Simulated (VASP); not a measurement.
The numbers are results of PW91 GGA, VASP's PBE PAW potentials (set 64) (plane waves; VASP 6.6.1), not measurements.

A VASP calculation is set up with these files.

**INCAR**
```
SYSTEM=KI
PREC=Accurate; ENCUT=520; LREAL=.FALSE.
LASPH=.TRUE.
EDIFF=1E-7; NELM=100; ALGO=Normal
LMAXMIX=4
ISMEAR=0; SIGMA=0.05
GGA=91
ISIF=2
LWAVE=.FALSE.; LCHARG=.FALSE.
```

POSCAR:
```
KI
1
    0.0000000000     3.5912287286     3.5912287286
    3.5912287286     0.0000000000     3.5912287286
    3.5912287286     3.5912287286     0.0000000000
K I
1 1
Direct
  0.0000000000   0.0000000000   0.0000000000
  0.5000000000   0.5000000000   0.5000000000
```

**KPOINTS**
```
Automatic mesh
0
Gamma
7 7 7
0 0 0
```

POTCAR, in this order: K_sv I (PBE.64 set). Program: vasp_std.

Unless said otherwise, spin-orbit coupling is left out, though it shifts the bands of the heavy elements here.

### Question
What does the run give for the energy per atom (σ→0), band gap (on the k-mesh)?

### Answer

The energy per atom (σ→0) is -2810 meV/atom and the band gap (on the k-mesh) comes out as 3.87 eV.

### OSZICAR
```
...
DAV:   8    -0.561970004110E+01   -0.55790E-02   -0.13479E-02   644   0.841E-01    0.101E-01
DAV:   9    -0.562044065982E+01   -0.74062E-03   -0.11106E-03   604   0.227E-01    0.829E-02
DAV:  10    -0.562061931333E+01   -0.17865E-03   -0.17307E-04   604   0.864E-02    0.160E-02
DAV:  11    -0.562064208225E+01   -0.22769E-04   -0.37332E-05   612   0.378E-02    0.141E-02
DAV:  12    -0.562064424906E+01   -0.21668E-05   -0.45869E-06   600   0.175E-02    0.961E-03
DAV:  13    -0.562064458582E+01   -0.33676E-06   -0.14641E-06   612   0.717E-03    0.359E-03
DAV:  14    -0.562064459691E+01   -0.11091E-07   -0.42937E-08   444   0.187E-03
   1 F= -.56206446E+01 E0= -.56206446E+01  d E =-.267586E-18
```

The compound is KI in the rock salt structure. It was relaxed first.
